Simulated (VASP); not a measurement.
An input for Quantum ESPRESSO's pw.x (written as the equivalent of a VASP run, and not itself run):

```
&CONTROL
  calculation = 'vc-relax'
  pseudo_dir = './pseudo'
  outdir = './out'
  tprnfor = .true.
  tstress = .true.
  nstep = 30
  forc_conv_thr = 0.00039
/
&SYSTEM
  ibrav = 0
  nat = 4
  ntyp = 2
  ecutwfc = 84
  occupations = 'smearing'
  smearing = 'gaussian'
  degauss = 0.003675
  input_dft = 'pw91'
/
&ELECTRONS
  conv_thr = 7.3e-09
  electron_maxstep = 100
/
&IONS
/
&CELL
  cell_dofree = 'shape'
/
ATOMIC_SPECIES
  B 10.810 B.upf
  N 14.007 N.upf
CELL_PARAMETERS angstrom
     1.2682583   -2.1966883    0.0000000
     1.2682583    2.1966883    0.0000000
     0.0000000    0.0000000    7.7419825
ATOMIC_POSITIONS crystal
  B    0.3333330  0.6666670  0.2500000
  B    0.6666670  0.3333330  0.7500000
  N    0.6666670  0.3333330  0.2500000
  N    0.3333330  0.6666670  0.7500000
K_POINTS automatic
  10 10 3 0 0 0
```

**Question.** Write the VASP files for the same calculation (PW91).

**Answer.** This is not unique; one that fits is 
INCAR:
```
SYSTEM = BN
PREC = Accurate; ENCUT = 520; LREAL = .False.
LASPH = .True.
EDIFF = 1E-7; NELM = 100; ALGO = Normal
ISMEAR = 0; SIGMA = 0.05
GGA = 91
IBRION = 2; NSW = 30; ISIF = 4
EDIFFG = -0.01
LWAVE = .False.; LCHARG = .False.
```

### KPOINTS
```
Regular mesh
0
G
 10 10 3
```

POSCAR:
```
BN
1
    1.2682583266    -2.1966882551     0.0000000000
    1.2682583266     2.1966882551     0.0000000000
    0.0000000000     0.0000000000     7.7419825308
B N
2 2
Direct
  0.3333330000   0.6666670000   0.2500000000
  0.6666670000   0.3333330000   0.7500000000
  0.6666670000   0.3333330000   0.2500000000
  0.3333330000   0.6666670000   0.7500000000
```

POTCAR, in this order: B N (PBE.64 set). Program: vasp_std.

What does not carry over: the potentials are each code's own (VASP's PAW set, PseudoDojo norm-conserving files in pw.x), so ENCUT and ecutwfc are chosen apart and not converted; conv_thr bounds pw.x's estimated SCF error, while EDIFF bounds the energy change between steps; forc_conv_thr acts on force components and is met together with etot_conv_thr.

The compound is BN in the hex structure. This cell is one point of a volume scan, at 1.03 of the reference volume. Symmetry was kept, so distortions that lower it aren't found.
